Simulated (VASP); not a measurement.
Energy against volume of CuZn (CsCl type). Method: vdW-DF2, VASP's PBE PAW potentials (set 64) (plane waves; VASP). Settings: 520 eV cut-off, 12×12×12 Γ-centred mesh, first-order Methfessel-Paxton smearing of 0.10 eV, potentials Zn Cu.

| V (Å³/atom) | E (eV/atom) |
|---|---|
| 13.589 | 0.99532 |
| 14.022 | 0.98335 |
| 14.456 | 0.97922 |
| 14.890 | 0.98152 |

Fit these four points and predict the energy of the run at 15.323 Å³/atom.

A cubic in V^(−2/3), the third-order Birch-Murnaghan form, passes through the four points with V0 = 14.50 Å³/atom and B0 = 77 GPa, and gives 0.9890 eV/atom there. The run gave 0.9890 eV/atom, -0.0 meV/atom from the fit; all five points give B0 = 77 GPa.

The compound is CuZn in the CsCl type structure. It was relaxed first, which changed the volume by +13 %.
